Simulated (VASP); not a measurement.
Here is the system:

```xyz
3
Lattice="3.7418 0.0000 0.0000 -1.8709 3.2405 0.0000 0.0000 0.0000 17.4560" Properties=species:S:1:pos:R:3 pbc="T T T"
Se     1.8709     1.0802     7.5116
Se     0.0000     2.1603     9.9443
Pt     0.0000     0.0000     8.7280
```

Level of theory: LDA (Ceperley-Alder, Perdew-Zunger), VASP's LDA PAW potentials (set 64) (plane waves; VASP). Settings: PREC = Normal, EDIFF = 1E-5, 400 eV cut-off, 12×12×1 Γ-centred mesh, Gaussian smearing of 0.050 eV, potentials Se Pt.

### Question
The ions and cell shape at fixed volume are relaxed. Give the cell that the relaxation ends in.

### Answer

```xyz
3
Lattice="3.6806 0.0000 0.0000 -1.8403 3.1875 0.0000 0.0000 0.0000 18.0409" Properties=species:S:1:pos:R:3 pbc="T T T"
Se     1.8403     1.0625     7.7291
Se     0.0000     2.1250    10.3119
Pt     0.0000     0.0000     9.0205
```

### Question
How much energy does the relaxation gain?

### Answer
The energy (σ→0) changes by -13.3 meV/atom, in 7 ionic steps.

| step | E(σ→0) (eV) | max force (eV/Å) | pressure (GPa) | volume (Å³) |
|---|---|---|---|---|
| 1 | -16.7695 | 0.480 | 0.18 | 211.65 |
| 2 | -16.7997 | 0.161 | -0.05 | 211.65 |
| 3 | -16.8068 | 0.167 | -0.42 | 211.65 |
| 4 | -16.8073 | 0.098 | -0.35 | 211.65 |
| 5 | -16.8074 | 0.084 | -0.35 | 211.65 |
| 6 | -16.8088 | 0.047 | -0.20 | 211.65 |
| 7 | -16.8095 | 0.013 | -0.08 | 211.65 |

The cell is a sheet with vacuum, built from PtSe2 (1T layered).
